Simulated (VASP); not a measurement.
Input for VASP

POSCAR:
```
CuO
1
    2.8325015180     0.0000000000     0.0000000000
   -1.4162507590     2.4530178546    -0.0000000000
    0.0000000000     0.0000000000     2.6515680462
Cu O
1 1
Direct
  0.0000000000   1.0000000000   0.0000000000
  0.6666670000   0.3333330000   0.5000000000
```

**KPOINTS**
```
kpoints
0
G
 17 17 15
```

INCAR:
```
ALGO  =  Normal
EDIFF  =  1E-7
ENCUT  =  520
GGA  =  PS
ISIF  =  2
ISMEAR  =  -5
LASPH  =  .TRUE.
LCHARG  =  .TRUE.
LMAXMIX  =  4
LORBIT  =  11
LREAL  =  .FALSE.
LWAVE  =  .FALSE.
NEDOS  =  601
NELM  =  100
PREC  =  Accurate
SYSTEM  =  CuO
```

POTCAR, in this order: Cu O (PBE.64 set). Program: vasp_std.

Question: Translate this PBEsol calculation to Ansatz.

Answer: One equivalent input (not run):
Ansatz 0.2 input:
```yaml
crystal:
  lattice:
    - [2.8325015, 0.0000000, 0.0000000]
    - [-1.4162508, 2.4530179, 0.0000000]
    - [0.0000000, 0.0000000, 2.6515680]
  atoms:
    - { symbol: Cu, position: [0.0000000, 1.0000000, 0.0000000] }
    - { symbol: O, position: [0.6666670, 0.3333330, 0.5000000] }
kpoints:
  mp_grid: { grid: [17, 17, 15] }
hamiltonian:
  xc: pbesol
  pseudopotentials: { kind: paw }
scf:
  occupations: { method: tetrahedron }
  max_iter: 100
output: { forces: true, stress: true, eigenvalues: true }
```
The two are equivalent in intent, not identical: each code has its own PAW files, so the cut-off isn't converted (ENCUT is set for VASP's; basis.ecutwfc is left out, and Ansatz then takes the one that its files recommend); Ansatz stops its SCF on the density residual and VASP on the energy change (EDIFF).

The structure was generated: CuO was put into the WC type (P-6m2), which need not be its known phase. It was relaxed first, which changed the volume by +39 %.
